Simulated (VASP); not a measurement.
Write the native input for VASP 6.6.1 that does the following.

- Task: single point
- Functional: PBE
- Potentials or basis: VASP PAW PBE potentials, release 64 (Si, Se, Hg)
- Cutoff: 520 eV
- k mesh: 4 × 4 × 4
- Occupations: gaussian, width 0.05 eV
- Spin: no spin polarisation
- Dipole correction: no
- Further INCAR settings: ALGO = Fast; EDIFF = 1e-06; NBANDS = 31

The structure of SiHg3Se lies in POSCAR:

```
SiHg3Se
1.0
    6.0000000000      0.0000000000      0.0000000000
    0.0000000000      6.0000000000      0.0000000000
    0.0000000000      0.0000000000      6.0000000000
Si Se Hg
1 1 3
Direct
    0.0000000000      0.0000000000      0.0000000000
    0.5000000000      0.5000000000      0.5000000000
    0.5000000000      0.5000000000      0.0000000000
    0.5000000000      0.0000000000      0.5000000000
    0.0000000000      0.5000000000      0.5000000000
```

The cell comes from a database or a generator and needn't be the stable form of this composition.

These files were run (other wordings do the same):

INCAR

```
PREC = Accurate ; ENCUT = 520
EDIFF = 1E-6 ; ISMEAR = 0
SIGMA = 0.05 ; LREAL = F
LASPH = T ; NELM = 100
ALGO = Fast ; ISIF = 2
LWAVE = F ; LCHARG = F
GGA = PE ; NBANDS = 31
```

KPOINTS

```
regular mesh
0
Gamma
  4 4 4
```

Potentials or basis: VASP PAW PBE potentials, release 64 (Si, Se, Hg).

Command:

```console
$ cat potpaw_PBE.64/Si/POTCAR potpaw_PBE.64/Se/POTCAR potpaw_PBE.64/Hg/POTCAR > POTCAR
$ mpirun -np 1 vasp_std > vasp.out
```

Results of the run:

```yaml
Pressure: -2.8 GPa
Band_gap_on_the_k_mesh: none (metal or under the smearing width)
```

It took 110 s on 1 thread of Intel(R) Xeon(R) Platinum 8259CL CPU @ 2.50GHz (Skylake/Cascade Lake), on a shared host, peak memory 0.36 GiB.
